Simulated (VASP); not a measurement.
# KAs3I4 (P1) in VASP: single point with r2SCAN

Aim: the single point of KAs3I4 with r2SCAN.

Everything below comes from runs of VASP 6.6.1. Logs are shortened: lines on timing, memory, paths and dates and some standing lists are left out, and cuts for length are marked.

## Step 1: The crystal as given

The typed cell holds 8 atoms: a = 4.798 Å, b = 4.834 Å, c = 13.769 Å, α = 101.55°, β = 101.24°, γ = 61.83°.

The cell was built by a generator and needn't be a form met in nature.

## Step 2: Single point, r2SCAN

POSCAR

```
KAs3I4
1.0
    2.4569052600      4.1211190100     -0.0596239100
   -2.4916823900      4.1411976700     -0.0721189600
    0.0450438700     -2.9577242200     13.4475020800
I As K
4 3 1
Direct
    0.1308990000      0.0862510000      0.2715600000
    0.8870700000      0.9535170000      0.7335680000
    0.3117540000      0.3526120000      0.9390400000
    0.6975290000      0.7386940000      0.1199320000
    0.3304140000      0.1897320000      0.6987980000
    0.8508770000      0.7446100000      0.3317030000
    0.0555130000      0.9675250000      0.0007240000
    0.5349220000      0.4720900000      0.4834890000
```

INCAR.step1

```
ALGO = Normal
EDIFF = 1E-4
ENCUT = 520
GGA = PE
ISMEAR = -5
LASPH = T
LCHARG = F
LREAL = F
LWAVE = T
NELM = 100
PREC = Accurate
SIGMA = 0.0262
```

INCAR.step2

```
ALGO = Normal
EDIFF = 1E-7
ENCUT = 520
ISIF = 2
ISMEAR = 0
ISTART = 1
LASPH = T
LCHARG = F
LMIXTAU = T
LORBIT = 11
LREAL = F
LWAVE = F
METAGGA = R2SCAN
NELM = 100
PREC = Accurate
SIGMA = 0.0262
```

KPOINTS

```
Automatic mesh
0
Gamma
  4 4 2
  0.5 0.5 0.5
```

Potentials or basis: VASP PAW PBE potentials, release 64 (I, As, K_sv).

The run is started by

```console
cat potpaw_PBE.64/I/POTCAR potpaw_PBE.64/As/POTCAR potpaw_PBE.64/K_sv/POTCAR > POTCAR
cp INCAR.step1 INCAR
mpirun -np 1 vasp_std > vasp.out
cp INCAR.step2 INCAR
mpirun -np 1 vasp_std > vasp.out
```

OUTCAR:

```text
EDIFF = 1E-7
   ENCUT = 520
   ISIF = 2
   ISMEAR = 0
   ISTART = 1
   LASPH = T
   LORBIT = 11
   LREAL = F
   METAGGA = R2SCAN
   NELM = 100
   PREC = Accurate

 ion  position               nearest neighbor table
   1  0.131  0.086  0.272-   6 2.82   6 2.88   6 3.06   4 3.33   4 3.42
   2  0.887  0.954  0.734-   5 2.35   5 2.99
   3  0.312  0.353  0.939-   7 2.65   7 2.98   7 3.18   4 3.57
   4  0.698  0.739  0.120-   6 2.86   7 2.99   7 3.24   1 3.33   1 3.42   3 3.57
   5  0.330  0.190  0.699-   2 2.35   2 2.99
   6  0.851  0.745  0.332-   1 2.82   4 2.86   1 2.88   1 3.06   8 3.35
   7  0.056  0.968  0.001-   3 2.65   3 2.98   4 2.99   3 3.18   4 3.24
   8  0.535  0.472  0.483-   6 3.35

  LATTYP: Found a triclinic cell.
 ALAT       =     4.9486441586
 B/A-ratio  =     0.9696165411
 C/A-ratio  =     2.7580723721
 COS(alpha) =     0.0294915684
 COS(beta)  =     0.1771331336
 COS(gamma) =     0.5085159527

  Lattice vectors:

 A1 = (  -4.9485876500,   0.0200786600,  -0.0124950500)
 A2 = (  -2.4569052600,  -4.1211190100,   0.0596239100)
 A3 = (  -2.4466385200,   1.1834734500,  13.3753831200)

Analysis of symmetry for initial positions (statically):
=====================================================================
 Subroutine PRICEL returns:
 Original cell was already a primitive cell.

 Routine SETGRP: Setting up the symmetry group for a
 triclinic supercell.

 Subroutine GETGRP returns: Found  1 space group operations
 (whereof  1 operations were pure point group operations)
 out of a pool of  2 trial point group operations.

The static configuration has the point symmetry C_1 .

Analysis of symmetry for dynamics (positions and initial velocities):
=====================================================================
 Subroutine PRICEL returns:
 Original cell was already a primitive cell.

 Routine SETGRP: Setting up the symmetry group for a
 triclinic supercell.

 Subroutine GETGRP returns: Found  1 space group operations
 (whereof  1 operations were pure point group operations)
 out of a pool of  2 trial point group operations.

The dynamic configuration has the point symmetry C_1 .

 Subroutine INISYM returns: Found  1 space group operations
 (whereof  1 operations are pure point group operations),
 and found     1 'primitive' translations

----------------------------------------------------------------------------------------

                                     Primitive cell

  volume of cell :     273.9422

  direct lattice vectors                    reciprocal lattice vectors
     2.456905260  4.121119010 -0.059623910     0.202507885  0.122301913  0.026221494
    -2.491682390  4.141197670 -0.072118960    -0.201657155  0.120616407  0.027204568
     0.045043870 -2.957724220 13.447502080    -0.000183602  0.001189131  0.074625413

  length of vectors
     4.798287232  4.833549464 13.769004093     0.238022621  0.236546009  0.074635112

  position of ions in fractional coordinates (direct lattice)
     0.130899000  0.086251000  0.271560000
     0.887070000  0.953517000  0.733568000
     0.311754000  0.352612000  0.939040000
     0.697529000  0.738694000  0.119932000
     0.330414000  0.189732000  0.698798000
     0.850877000  0.744610000  0.331703000
     0.055513000  0.967525000  0.000724000
     0.534922000  0.472090000  0.483489000

  ion indices of the primitive-cell ions
   primitive index   ion index
                 1           1
                 2           2
                 3           3
                 4           4
                 5           5
                 6           6
                 7           7
                 8           8

----------------------------------------------------------------------------------------

 KPOINTS: Automatic mesh

Automatic generation of k-mesh.
 Grid dimensions read from file:
 generate k-points for:    4    4    2

 Generating k-lattice:

  Cartesian coordinates                     Fractional coordinates (reciprocal lattice)
     0.050626971  0.030575478  0.006555373     0.250000000  0.000000000 -0.000000000
    -0.050414289  0.030154102  0.006801142    -0.000000000  0.250000000  0.000000000
    -0.000091801  0.000594566  0.037312706     0.000000000  0.000000000  0.500000000

  Length of vectors
     0.059505655  0.059136502  0.037317556

  Shift w.r.t. Gamma in fractional coordinates (k-lattice)
     0.500000000  0.500000000  0.500000000

 Subroutine IBZKPT returns following result:
 ===========================================

 Found     16 irreducible k-points:

 Following reciprocal coordinates:
            Coordinates               Weight
  0.125000  0.125000  0.250000      2.000000
  0.375000  0.125000  0.250000      2.000000
 -0.375000  0.125000  0.250000      2.000000
 -0.125000  0.125000  0.250000      2.000000
  0.125000  0.375000  0.250000      2.000000
  0.375000  0.375000  0.250000      2.000000
[... 8 lines left out ...]
 -0.375000 -0.125000  0.250000      2.000000
 -0.125000 -0.125000  0.250000      2.000000
   k-points           NKPTS =     16   k-points in BZ     NKDIM =     16   number of bands    NBANDS=     31
   number of dos      NEDOS =    301   number of ions     NIONS =      8
   total plane-waves  NPLWV = 139968
   dimension x,y,z NGX =    36 NGY =   36 NGZ =  108
   dimension x,y,z NGXF=    72 NGYF=   72 NGZF=  216
   ions per type =               4   3   1
   NGX,Y,Z   is equivalent  to a cutoff of  12.47, 12.38, 13.04 a.u.
   NGXF,Y,Z  is equivalent  to a cutoff of  24.95, 24.76, 26.08 a.u.
 SYSTEM =  unknown system
   PREC   = accura    normal or accurate (medium, high low for compatibility)
   ISTART =      1    job   : 0-new  1-cont  2-samecut
   ICHARG =      0    charge: 1-file 2-atom 10-const
   ISPIN  =      1    spin polarized calculation?
   LNONCOLLINEAR =      F non collinear calculations
   LSORBIT =      F    spin-orbit coupling
   LASPH  =      T    aspherical Exc in radial PAW
   ENCUT  =  520.0 eV  38.22 Ry    6.18 a.u.   8.92  8.99 25.60*2*pi/ulx,y,z
   NELM   =    100;   NELMIN=  2; NELMDL=  0     # of ELM steps
   EDIFF  = 0.1E-06   stopping-criterion for ELM
   LREAL  =      F    real-space projection
   EDIFFG = 0.1E-05   stopping-criterion for IOM
   NSW    =      0    number of steps for IOM
   IBRION =     -1    ionic relax: 0-MD 1-quasi-New 2-CG
   NFREE  =      0    steps in history (QN), initial steepest desc. (CG)
   ISIF   =      2    stress and relaxation
   ISYM   =      2    0-nonsym 1-usesym 2-fastsym
   POTIM  = 0.5000    time-step for ionic-motion
   TEBEG  =    0.0;   TEEND  =   0.0 temperature during run
   PSTRESS=    0.0 pullay stress
   NELECT =      52.0000    total number of electrons
   NUPDOWN=      -1.0000    fix difference up-down
   EMIN   =  10.00;   EMAX   =-10.00  energy-range for DOS
   EFERMI =   0.00;   METHOD = LEGACY
   ISMEAR =     0;   SIGMA  =   0.03  broadening in eV -4-tet -1-fermi 0-gaus
   EFERMI_NEDOS =   21; number of points for ismear=-14 and -15
   IALGO  =     38    algorithm
   IMIX   =      4    mixing-type and parameters
     AMIX     =   0.40;   BMIX     =  1.00
     AMIX_MAG =   1.60;   BMIX_MAG =  1.00
  volume/ion in A,a.u.               =      34.24       231.08
  Fermi-wavevector in a.u.,A,eV,Ry     =   0.940856  1.777959 12.044003  0.885209
  Thomas-Fermi vector in A             =   2.068309
   LORBIT       =     11    0 simple, 1 ext, 2 COOP (PROOUT), +10 PAW based schemes
   METAGGA = R2SCAN    functional components
   LHFCALC =     F    Hartree Fock is set to
   AEXX    =    0.0000 exact exchange contribution
   IVDW    =     0    specifies the selected vdW correction
   LEPSILON=     F    determine dielectric tensor
   LRPA    =     F    only Hartree local field effects (RPA)
 non-spin polarized calculation
 Gauss-broadening in eV      SIGMA  =   0.03
  energy-cutoff  :      520.00
  volume of cell :      273.94
 maximum number of plane-waves:      7418
   NGX = 17   NGY = 17   NGZ = 51

 number of electron      52.0000002 magnetization

 Free energy of the ion-electron system (eV)
  ---------------------------------------------------
  ext. energy  EPLUGINS =         0.00000000
  ---------------------------------------------------
  free energy    TOTEN  =      -144.63883177 eV

  energy without entropy =     -144.63736176  energy(sigma->0) =     -144.63809676

 E-fermi :   3.9715     XC(G=0):  -8.7342

 val. band max:        3.9580091813   @ k =   0.3750  -0.1250   0.2500
 cond. band min:       3.9846475444   @ k =   0.1250  -0.1250   0.2500
 fundamental gap:      0.0266383631
 Fermi energy:         3.9715092632

 k-point     1 :       0.1250    0.1250    0.2500
  band No.  band energies     occupation
      1     -28.6993      2.00000
      2     -11.9654      2.00000
      3     -11.5903      2.00000
      4     -11.4103      2.00000
      5     -11.3984      2.00000
      6     -11.3616      2.00000
[... 23 lines left out ...]
     30       4.4754      0.00000
     31       5.1649      0.00000

 k-point     2 :       0.3750    0.1250    0.2500
  band No.  band energies     occupation
      1     -28.6983      2.00000
      2     -11.5890      2.00000
      3     -11.4716      2.00000
      4     -11.4105      2.00000
      5     -11.4012      2.00000
      6     -11.0367      2.00000
[... 468 lines left out ...]
 k-point    16 :      -0.1250   -0.1250    0.2500
  band No.  band energies     occupation
      1     -28.6993      2.00000
      2     -11.9617      2.00000
      3     -11.6114      2.00000
      4     -11.4111      2.00000
      5     -11.3984      2.00000
      6     -11.3341      2.00000
[... 23 lines left out ...]
     30       4.4663      0.00000
     31       5.1308      0.00000

------------------------ aborting loop because EDIFF is reached ----------------------------------------

  FORCE on cell =-STRESS in cart. coord.  units (eV):
  Direction    XX          YY          ZZ          XY          YZ          ZX
  --------------------------------------------------------------------------------------
  -------------------------------------------------------------------------------------
  Total        9.3122913      6.1630071      8.2722196      3.5493145      1.5448011      1.4510180
  in kB       54.4638313     36.0449401     48.3808721     20.7585076      9.0349176      8.4864182
  external PRESSURE =      46.2965478 kB  Pullay stress =       0.0000000 kB

 VOLUME and BASIS-vectors are now :
 -----------------------------------------------------------------------------
  energy-cutoff  :      520.00
  volume of cell :      273.94
      direct lattice vectors                 reciprocal lattice vectors
     2.456905260  4.121119010 -0.059623910     0.202507885  0.122301913  0.026221494
    -2.491682390  4.141197670 -0.072118960    -0.201657155  0.120616407  0.027204568
     0.045043870 -2.957724220 13.447502080    -0.000183602  0.001189131  0.074625413

 POSITION                                       TOTAL-FORCE (eV/Angst)
 -----------------------------------------------------------------------------------
      0.11893      0.09343      3.63778        -0.973627     -0.058674      1.602016
     -0.16337      5.43473      9.74300         2.173615      0.891993      0.424640
     -0.07035     -0.03241     12.58372        -0.267626     -0.164205      0.017279
     -0.12143      5.57895      1.51792        -0.573002     -0.249052     -0.772344
      0.37052      0.08054      9.36370        -2.054223     -0.964729     -1.566640
      0.25013      5.60906      4.35614         1.032546      0.257887      0.280139
     -2.27434      4.23335     -0.06335         0.600353      0.235651     -0.197707
      0.15973      2.72947      6.43578         0.061964      0.051130      0.212616
 -----------------------------------------------------------------------------------
    total drift:                               -0.000177     -0.000046      0.000364

  FREE ENERGIE OF THE ION-ELECTRON SYSTEM (eV)
  ---------------------------------------------------
  free  energy   TOTEN  =      -144.6388317667 eV

  energy  without entropy=     -144.6373617605  energy(sigma->0) =     -144.63809676

 total charge

# of ion       s       p       d       tot
------------------------------------------
    1        1.556   2.663   0.057   4.277
    2        1.541   2.721   0.079   4.340
    3        1.550   2.705   0.049   4.303
    4        1.556   2.714   0.043   4.313
    5        1.318   1.402   0.042   2.762
    6        1.326   1.323   0.031   2.680
    7        1.364   1.202   0.038   2.604
    8        1.961   5.667   0.020   7.648
--------------------------------------------------
tot         12.172  20.397   0.358  32.927
```

It took 4.2 min on 1 thread of Intel Xeon 6975P-C (Granite Rapids), shared host; peak memory 0.47 GiB.

Results:

```
Free energy                                           : -144.6388 eV
Pressure                                              : 4.6 GPa
Largest force                                         : 2.758 eV/Å
Band gap on the k mesh                                : none (metal or under the smearing width)
Valence electrons inside the program's atomic spheres : I 4.28, 4.34, 4.30, 4.31; As 2.76, 2.68, 2.60; K 7.65
```

Forces in eV/Å, atoms in the order of the input:
```
I   -0.974 -0.059  1.602
I    2.174  0.892  0.425
I   -0.268 -0.164  0.017
I   -0.573 -0.249 -0.772
As  -2.054 -0.965 -1.567
As   1.033  0.258  0.280
As   0.600  0.236 -0.198
K    0.062  0.051  0.213
```

Stress tensor (GPa, compression positive):
```
5.45 2.08 0.85
2.08 3.60 0.90
0.85 0.90 4.84
```

Levels at points of the mesh, in eV from the Fermi level:
| k point | band 23 | band 24 | band 25 | band 26 | band 27 | band 28 | band 29 | band 30 |
| --- | --- | --- | --- | --- | --- | --- | --- | --- |
| (0.12, 0.12, 0.25) | -2.26 | -1.50 | -1.12 | -0.84 | -0.53 | -0.12 | 0.12 | 0.50 |

Caveat: the k mesh is coarse (spacing up to 0.37 Å⁻¹), so the values aren't converged; the PAW data sets were made with another functional, which shifts forces and pressure a little.
